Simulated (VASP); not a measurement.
Here is the system:

```yaml
crystal:
  lattice:
    - [3.13374, 0.00000, 0.00000]
    - [-1.56687, 2.71390, 0.00000]
    - [0.00000, 0.00000, 4.95888]
  atoms:
    - { symbol: Si, position: [0.33333, 0.66667, 0.25000] }
    - { symbol: Si, position: [0.66667, 0.33333, 0.75000] }
    - { symbol: C, position: [0.33333, 0.66667, 0.75000] }
    - { symbol: C, position: [0.66667, 0.33333, 0.25000] }
```

Computed with r2SCAN meta-GGA, VASP's PBE PAW potentials (set 64) (plane waves; VASP). Settings: 520 eV cut-off, 9×9×5 Γ-centred mesh, tetrahedra with Blöchl corrections, potentials Si C.

The cores are frozen, which limits the accuracy of field gradients.

Question: Give the principal components of the electric field gradient (V/Å²) and the asymmetry η at each nucleus.

Answer: 
```json
[
 {"atom": "Si1", "Vxx": "-55.6", "Vyy": "-55.6", "Vzz": "111.2", "η": "0.00"},
 {"atom": "Si2", "Vxx": "-55.6", "Vyy": "-55.6", "Vzz": "111.2", "η": "0.00"},
 {"atom": "C3", "Vxx": "0.2", "Vyy": "0.2", "Vzz": "-0.3", "η": "-"},
 {"atom": "C4", "Vxx": "0.2", "Vyy": "0.2", "Vzz": "-0.3", "η": "-"}
]
```

The structure was generated: SiC was put into the h-BN type (P6_3/mmc), which need not be its known phase. It was relaxed first, which changed the volume by -46 %.
